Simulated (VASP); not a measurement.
Energy against volume of CsBr (CsCl type). Method: PBE GGA with D3 dispersion (Becke-Johnson damping), VASP's PBE PAW potentials (set 64) (plane waves; VASP). Run with 520 eV cut-off, 6×6×6 Γ-centred mesh, Gaussian smearing of 0.050 eV, potentials Cs_sv Br.

```tsv
V (Å³/atom)	E (eV/atom)
38.709	-3.22190
39.906	-3.22394
41.103	-3.22264
42.300	-3.21857
```

### Question
Fit these four points and predict the energy of the run at 37.512 Å³/atom.

### Answer
A cubic in V^(−2/3), the third-order Birch-Murnaghan form, passes through the four points with V0 = 40.00 Å³/atom and B0 = 15 GPa, and gives -3.2158 eV/atom there. The run gave -3.2159 eV/atom, -0.1 meV/atom from the fit; all five points give B0 = 15 GPa.

The compound is CsBr in the CsCl type structure. It was relaxed first.
